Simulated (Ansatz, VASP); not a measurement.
NaMg3O4: VASP beside Ansatz

```
CELL_PARAMETERS angstrom
4.35375 0.00000 0.00000
0.00000 4.35375 0.00000
0.00000 0.00000 4.35375
ATOMIC_POSITIONS crystal
Mg 0.50000 0.50000 0.00000
Mg 0.00000 0.50000 0.50000
Mg 0.50000 0.00000 0.50000
Na 0.00000 0.00000 0.00000
O 0.00000 0.50000 0.00000
O 0.50000 0.00000 0.00000
O 0.00000 0.00000 0.50000
O 0.50000 0.50000 0.50000
```

The cell comes from a database or a generator and needn't be the stable form of this composition.

Alike in both runs: task single point; functional PBE; k mesh 6 × 6 × 6; occupations gaussian, width 0.05 eV; no spin polarisation.

|  | VASP | Ansatz |
| --- | --- | --- |
| version | VASP 6.6.1 | Ansatz 0.2.0 |
| potentials or method | VASP PAW PBE potentials, release 64 (Mg, Na_pv, O) | Ansatz PAW |
| plane-wave cutoff (eV) | 520 | 420 |
| valence electrons in the cell | 37 | 63 |

Ansatz gave:

```
gap on the k mesh at the Fermi level (eV) : none
pressure (GPa)                            : -0.9
```

Q: Estimate VASP's values.

A: gap on the k mesh at the Fermi level (eV): none; pressure (GPa): -1.4.

A gap of «none» marks a metal or a gap that the smearing closes. The two sets of potentials don't hold the same shells in valence.

Caveats: an odd number of electrons without spin polarisation forces a metal; a magnetic or distorted state may lie lower; the pressure holds a Pulay correction of +0.6 GPa for the finite cutoff (Ansatz).
